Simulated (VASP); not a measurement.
# InGaAsP: structure and properties in VASP

What structure does InGaAsP take at this level, and what are its properties? The steps: rough relaxation of the start cell, full relaxation (PBEsol), single point with fields (PBEsol), band structure (PBEsol), density of states (PBEsol), bands along the symmetry lines (PBEsol + SOC) and bands along the symmetry lines (HSE06). The cell is invented: it takes the structure of a Materials Project entry for InGaAs2 (space group 160 there), with some of its atoms replaced by other elements, volume scaled by an estimate. It may not be a known or stable phase.

Method: PBEsol; plane waves and PAW (In_d, As, Ga_d, P), in the first sound run; inputs show where later runs differ, in VASP 6.6.1.

## 1. Starting point

Before any relaxation, the start is as follows. The structure is trigonal, space group R3m (No. 160). Conventional cell: a = 4.214 Å, b = 4.214 Å, c = 20.629 Å, α = 90.00°, β = 90.00°, γ = 120.00°. Nearest to In lie 3 As at 2.62 Å and 1 P at 2.67 Å. Nearest to As lie 1 Ga at 2.48 Å and 3 In at 2.62 Å. Ga has 1 As at 2.48 Å and 3 P at 2.55 Å nearest. P has 3 Ga at 2.55 Å and 1 In at 2.67 Å nearest. It derives from InGaAs2. It takes the structure of a Materials Project entry for InGaAs2 (space group 160 there), with some of its atoms replaced by other elements, volume scaled by an estimate. Farther neighbours are not listed.

## 2. Rough relaxation of the start cell

The start is only an estimate, so a cheap relaxation brings it near a minimum before any careful run. PBEsol restores the gradient expansion of exchange and is tuned for the cells of solids.

Contents of INCAR:

```
SYSTEM = InGaAsP
PREC = Normal
ENCUT = 400
EDIFF = 1E-05
NELM = 60
ISMEAR = 0
SIGMA = 0.05
LREAL = .FALSE.
ALGO = Fast
GGA = PS
NBANDS = 24
LORBIT = 11
LWAVE = .FALSE.
LCHARG = .FALSE.
KPAR = 2
IBRION = 2
NSW = 40
ISIF = 3
EDIFFG = -0.04
```

Contents of POSCAR:

```
InGaAsP
1.0
    2.1069770000      1.2164630000      6.8762350000
   -2.1069770000      1.2164630000      6.8762350000
    0.0000000000     -2.4329270000      6.8762350000
In As Ga P
1 1 1 1
Direct
    0.6248580000      0.6248580000      0.6248580000
    0.0047500000      0.0047500000      0.0047500000
    0.1247890000      0.1247890000      0.1247890000
    0.4956040000      0.4956040000      0.4956040000
```

Contents of KPOINTS:

```
Automatic mesh
0
Gamma
5 5 5
0 0 0
```

Potentials, in the order of the species: In_d, As, Ga_d and P (PBE family, release 64).

The run is started by

```
mpirun -np 2 vasp_std
```

The log of the run:

```text
[banner, memory and clock lines left out]
running    2 mpi-ranks, on    1 nodes
 distrk:  each k-point on    1 cores,    2 groups
 distr:  one band on    1 cores,    1 groups

 POSCAR found type information on POSCAR InAsGaP
 POSCAR found :  4 types and       4 ions
|                                                                             |
|               ----> ADVICE to this user running VASP <----                  |
|                                                                             |
|     You enforced a specific xc type in the INCAR file but a different       |
|     [... a line on the potential file left out ...]
|     I HOPE YOU KNOW WHAT YOU ARE DOING!                                     |
|                                                                             |

 LDA part: xc-table for (Slater+PW92), standard interpolation
 POSCAR, INCAR and KPOINTS ok, starting setup
 FFT: planning ... GRIDC
 FFT: planning ... GRID_SOFT
 FFT: planning ... GRID
 WAVECAR not read
 entering main loop
       N       E                     dE             d eps       ncg     rms          rms(c)
DAV:   1     0.235982743478E+03    0.23598E+03   -0.15046E+04   912   0.159E+03
DAV:   2     0.646115816036E+01   -0.22952E+03   -0.22432E+03   952   0.385E+02
DAV:   3    -0.176243579403E+02   -0.24086E+02   -0.23944E+02  1184   0.123E+02
DAV:   4    -0.183526235641E+02   -0.72827E+00   -0.72760E+00  1064   0.240E+01
DAV:   5    -0.183806201859E+02   -0.27997E-01   -0.27993E-01  1328   0.419E+00    0.555E+00
RMM:   6    -0.178993308244E+02    0.48129E+00   -0.82272E-01  1018   0.689E+00    0.305E+00
RMM:   7    -0.178554086365E+02    0.43922E-01   -0.48977E-01  1036   0.298E+00    0.103E+00
RMM:   8    -0.178485985037E+02    0.68101E-02   -0.52189E-02  1063   0.258E+00    0.220E-01
RMM:   9    -0.178497443276E+02   -0.11458E-02   -0.17142E-02  1175   0.981E-01    0.162E-01
RMM:  10    -0.178501260224E+02   -0.38169E-03   -0.41497E-03  1316   0.498E-01    0.151E-01
RMM:  11    -0.178502434411E+02   -0.11742E-03   -0.12352E-03  1302   0.230E-01    0.152E-01
RMM:  12    -0.178502795556E+02   -0.36114E-04   -0.43671E-04  1065   0.131E-01    0.155E-01
RMM:  13    -0.178503503876E+02   -0.70832E-04   -0.37757E-04   993   0.119E-01    0.326E-01
RMM:  14    -0.178504574159E+02   -0.10703E-03   -0.96964E-04  1048   0.215E-01    0.210E-01
RMM:  15    -0.178504144048E+02    0.43011E-04   -0.90583E-05   942   0.103E-01    0.109E-01
RMM:  16    -0.178504155880E+02   -0.11832E-05   -0.35622E-05   733   0.399E-02
   1 F= -.17850416E+02 E0= -.17850185E+02  d E =-.178504E+02
 curvature:   0.00 expect dE= 0.000E+00 dE for cont linesearch  0.000E+00
 trial: gam= 0.00000 g(F)=  0.193E-01 g(S)=  0.351E+00 ort = 0.000E+00 (trialstep = 0.100E+01)
 search vector abs. value=  0.370E+00
 bond charge predicted
       N       E                     dE             d eps       ncg     rms          rms(c)
DAV:   1    -0.221531415687E+02   -0.43027E+01   -0.78196E+01  1160   0.122E+02    0.140E+01
RMM:   2    -0.185162282435E+02    0.36369E+01   -0.11440E+01  1064   0.403E+01    0.508E+00
RMM:   3    -0.180113367194E+02    0.50489E+00   -0.17292E+00  1063   0.111E+01    0.163E+00
RMM:   4    -0.180030097908E+02    0.83269E-02   -0.59098E-01  1190   0.583E+00    0.160E+00
RMM:   5    -0.180111619618E+02   -0.81522E-02   -0.12237E-01  1354   0.270E+00    0.137E+00
RMM:   6    -0.180048282681E+02    0.63337E-02   -0.20335E-02  1171   0.130E+00    0.469E-01
RMM:   7    -0.180002943712E+02    0.45339E-02   -0.15931E-02  1218   0.103E+00    0.211E-01
RMM:   8    -0.180007761462E+02   -0.48178E-03   -0.61780E-03  1339   0.556E-01    0.308E-01
RMM:   9    -0.180011064987E+02   -0.33035E-03   -0.19795E-03  1185   0.330E-01    0.663E-01
RMM:  10    -0.180009234273E+02    0.18307E-03   -0.61506E-04  1072   0.235E-01    0.304E-01
RMM:  11    -0.180009155734E+02    0.78539E-05   -0.39405E-04  1078   0.141E-01    0.223E-01
RMM:  12    -0.180009244411E+02   -0.88677E-05   -0.12268E-04   934   0.807E-02    0.241E-01
RMM:  13    -0.180009275595E+02   -0.31184E-05   -0.76800E-05   816   0.571E-02
   2 F= -.18000928E+02 E0= -.18000921E+02  d E =-.150512E+00
[... from here on, the cycles between the ionic steps are left out ...]
   3 F= -.18010031E+02 E0= -.18009935E+02  d E =-.159616E+00
   4 F= -.18009908E+02 E0= -.18009797E+02  d E =-.159492E+00
   5 F= -.18025126E+02 E0= -.18024833E+02  d E =-.152178E-01
   6 F= -.18030162E+02 E0= -.18029906E+02  d E =-.202543E-01
   7 F= -.18030174E+02 E0= -.18029920E+02  d E =-.202655E-01
   8 F= -.18031038E+02 E0= -.18030798E+02  d E =-.864686E-03
   9 F= -.18031043E+02 E0= -.18030804E+02  d E =-.869438E-03
 curvature:  -0.70 expect dE=-0.258E-03 dE for cont linesearch -0.175E-06
 trial: gam= 0.27110 g(F)=  0.311E-03 g(S)=  0.596E-04 ort =-0.195E-04 (trialstep = 0.117E+01)
 search vector abs. value=  0.471E-03
 bond charge predicted
       N       E                     dE             d eps       ncg     rms          rms(c)
DAV:   1    -0.180315801307E+02   -0.53696E-03   -0.60408E-02  1312   0.208E+00    0.134E-01
RMM:   2    -0.180312801295E+02    0.30000E-03   -0.18185E-03  1047   0.432E-01    0.573E-02
RMM:   3    -0.180312416872E+02    0.38442E-04   -0.56707E-04  1064   0.211E-01    0.144E-02
RMM:   4    -0.180312537012E+02   -0.12014E-04   -0.16293E-04  1039   0.104E-01    0.145E-02
RMM:   5    -0.180312556053E+02   -0.19041E-05   -0.24410E-05   614   0.523E-02
  10 F= -.18031256E+02 E0= -.18031017E+02  d E =-.212597E-03
 trial-energy change:   -0.000213  1 .order   -0.000145   -0.000428    0.000138
 step:   0.9944(harm=  0.8867)  dis= 0.00373  next Energy=   -18.031266 (dE=-0.223E-03)
 reached required accuracy - stopping structural energy minimisation
```

It took 4.4 min on 2 MPI ranks of AMD EPYC 7R43, shared host; peak memory 0.42 GiB; 8.8 min of CPU time.

The logs omit lines about the potential files and the build; timing stands in the text.

From OUTCAR (step 2):

```text
ion  position               nearest neighbor table
   1  0.625  0.625  0.625-   2 2.62   2 2.62   2 2.62   4 2.67
   2  0.005  0.005  0.005-   3 2.48   1 2.62   1 2.62   1 2.62
   3  0.125  0.125  0.125-   2 2.48   4 2.55   4 2.55   4 2.55
   4  0.496  0.496  0.496-   3 2.55   3 2.55   3 2.55   1 2.67

  LATTYP: Found a trigonal (rhomboedric) cell.
 ALAT       =     7.2939524323
 COS(alpha) =     0.8331125296

 Subroutine GETGRP returns: Found  6 space group operations
 (whereof  6 operations were pure point group operations)

The static configuration has the point symmetry C_3v.

 Found     19 irreducible k-points:

   k-points           NKPTS =     19   k-points in BZ     NKDIM =     19   number of bands    NBANDS=     24

   dimension x,y,z NGX =    36 NGY =   36 NGZ =   36
   dimension x,y,z NGXF=    72 NGYF=   72 NGZF=   72

   ENCUT  =  400.0 eV  29.40 Ry    5.42 a.u.  11.89 11.89 11.89*2*pi/ulx,y,z

   NELECT =      36.0000    total number of electrons

 k-points in reciprocal lattice and weights: Automatic mesh
   0.00000000  0.00000000  0.00000000       0.008
   0.20000000  0.00000000  0.00000000       0.048
   0.40000000  0.00000000  0.00000000       0.048
   0.20000000  0.20000000  0.00000000       0.048
   0.40000000  0.20000000  0.00000000       0.096
  -0.40000000  0.20000000 -0.00000000       0.096
  -0.20000000  0.20000000  0.00000000       0.048
   0.40000000  0.40000000  0.00000000       0.048
  -0.40000000  0.40000000  0.00000000       0.048
[...]
0.40000000  0.40000000  0.40000000       0.016
  -0.40000000  0.40000000  0.40000000       0.048

 average (electrostatic) potential at core
       1 -96.1759       2 -49.1738       3 -65.6627       4 -83.8654

 E-fermi :   4.7049

 k-point     1 :       0.0000    0.0000    0.0000
  band No.  band energies     occupation
    ...
     15       3.1144      2.00000
     16       4.2077      2.00000
     17       4.6269      1.97279
     18       4.7042      1.01672
     19       4.7042      1.01670
     20       5.8563      0.00000
     21       8.0372      0.00000
     22       8.0372      0.00000
     23       8.3281      0.00000
     24       9.3118      0.00000

 k-point     2 :       0.2000    0.0000    0.0000
  band No.  band energies     occupation
    ...
     14       1.1278      2.00000
     15       2.1508      2.00000
     16       2.6854      2.00000
     17       3.6739      2.00000
     18       3.9756      2.00000
     19       6.2484      0.00000
     20       7.1799      0.00000
     21       7.8310      0.00000
     22       8.7612      0.00000
     23       9.1487      0.00000
    ...

 k-point     3 :       0.4000    0.0000    0.0000
  band No.  band energies     occupation
    ...
     14      -0.4896      2.00000
     15       0.8445      2.00000
     16       2.1544      2.00000
     17       2.1672      2.00000
     18       3.1573      2.00000
     19       6.1514      0.00000
     20       7.3601      0.00000
     21       8.2829      0.00000
     22       9.4103      0.00000
     23       9.9015      0.00000
    ...

  Total        0.0464271      0.0464271      0.0817451     -0.0000000     -0.0000000     -0.0000000
  in kB        0.7724453      0.7724449      1.3600604     -0.0000000     -0.0000001     -0.0000000
  external PRESSURE =       0.9683169 kB  Pullay stress =       0.0000000 kB

  energy-cutoff  :      400.00
  volume of cell :       96.30
      direct lattice vectors                 reciprocal lattice vectors
     2.037672023  1.176449812  6.695071443     0.245378056  0.141669131  0.049787875
    -2.037672023  1.176449812  6.695071443    -0.245378056  0.141669131  0.049787875
     0.000000000 -2.352900566  6.695071438     0.000000000 -0.283338261  0.049787855

 POSITION                                       TOTAL-FORCE (eV/Angst)
 -----------------------------------------------------------------------------------
      0.00000     -0.00000     12.48529         0.000000     -0.000000      0.001321
      0.00000     -0.00000      0.11916        -0.000000      0.000000     -0.014841
      0.00000     -0.00000      2.55935         0.000000     -0.000000      0.002415
      0.00000     -0.00000      9.94274         0.000000     -0.000000      0.011105
 -----------------------------------------------------------------------------------
    total drift:                               -0.000000     -0.000032      0.020149

  FREE ENERGIE OF THE ION-ELECTRON SYSTEM (eV)
  ---------------------------------------------------
  free  energy   TOTEN  =       -18.0312556053 eV

  energy  without entropy=      -18.0307786174  energy(sigma->0) =      -18.03101711

 reached required accuracy - stopping structural energy minimisation

 total charge
# of ion       s       p       d       tot
------------------------------------------
    1        0.845   0.807   9.897  11.550
    2        1.214   1.614   0.027   2.855
    3        0.868   0.743   9.994  11.605
    4        1.031   1.443   0.000   2.473
--------------------------------------------------
tot          3.958   4.607  19.918  28.483

[... 3 further parts left out ...]
```

CONTCAR:

```
InGaAsP
   1.00000000000000
     2.0376720231876972    1.1764498124463427    6.6950714427755829
    -2.0376720231876972    1.1764498124463427    6.6950714427755829
     0.0000000000000000   -2.3529005656873418    6.6950714380817802
  In              As              Ga              P
     1     1     1     1
Direct
     0.6216159994451638    0.6216159994451638    0.6216159994483150
     0.0059328356567087    0.0059328356567087    0.0059328356566289
     0.1274245347497815    0.1274245347497815    0.1274245347471138
     0.4950276301483506    0.4950276301483506    0.4950276301479468
```

The k-mesh is coarse for a metal. This relaxation is a rough one on cheap settings, only to bring the start near its minimum. The PAW data sets were made with PBE, which is usual practice but a small mismatch for other functionals. After so large a change of volume the plane waves of the start cell no longer fit, so the final stress carries a basis-set error. The electron count would fill whole bands, but the bands touch or overlap. That can be a semimetal, a small gap that the functional closes or, with several bands partly filled, an ordinary metal. The run keeps the 6 symmetry operations of its start, so it cannot find a distortion of lower symmetry.

The steps of the relaxation:

```
step  energy less that of the first step (eV)  largest force (eV/Å)  pressure (GPa)  volume (Å³)
   1                                   0.0000                0.4800           -4.72       105.75
   2                                  -0.1505                0.4518            1.87        94.27
   3                                  -0.1596                0.4794            0.37        96.35
   4                                  -0.1595                0.4887            0.01        96.53
   5                                  -0.1747                0.2264           -0.23        96.47
   6                                  -0.1797                0.0825            0.16        96.42
   7                                  -0.1798                0.0803            0.00        96.42
   8                                  -0.1806                0.0563           -0.02        96.41
   9                                  -0.1806                0.0537           -0.05        96.41
  10                                  -0.1808                0.0148            0.10        96.30
```

```
conventional cell, symmetrised  before   after  change
                         a (Å)   4.214   4.075  -3.3 %
                         b (Å)   4.214   4.075  -3.3 %
                         c (Å)  20.629  20.085  -2.6 %
              volume (Å³/atom)   26.44   24.07  -8.9 %
```

The atoms that moved most (Å, as changes of fractional coordinates times the final cell):

```
atom     dx     dy      dz  length
 In1  0.000  0.000  -0.065   0.065
 Ga3  0.000  0.000   0.053   0.053
 As2  0.000  0.000   0.024   0.024
  P4  0.000  0.000  -0.012   0.012
```

The relaxed structure:

```xyz
4
Lattice="2.0377 1.1764 6.6951 -2.0377 1.1764 6.6951 0.0000 -2.3529 6.6951" Properties=species:S:1:pos:R:3 pbc="T T T"
In    0.0000    0.0000   12.4853
As    0.0000    0.0000    0.1192
Ga    0.0000    0.0000    2.5593
P     0.0000    0.0000    9.9427
```

Numbers from this step:

- electrons: 36
- bands: 24
- irreducible k-points: 19
- symmetry operations: 6
- free energy (TOTEN): -18.03 eV
- energy at zero smearing: -18.03 eV
- Fermi energy: 4.705 eV
- pressure: 0.09683 GPa
- metallic, judged on the points sampled: yes
- SCF cycles over all ionic steps: 84

It ends with a largest force of 0.015 eV/Å and a pressure of 0.10 GPa.

[end of part 1 of 4]

[Lines on the potential files, build, host, timing and source positions are cut from VASP's logs without a mark.]

[Logs are printed without paths, hosts, clocks, repeated set-up lines and the standing remarks that a program may print on its own settings, such as how far it seeks lower states.]

[Hosts, paths, dates, database ids (printed as entryN), source tags and the programs' standing remarks are cut or masked in the printed files.]

[A measured line is paired with the nearest computed mode of its activity, which favours agreement.]

[In band tables of VASP the shares of atoms and orbitals are scaled to a sum of 1 inside the atoms' spheres.]
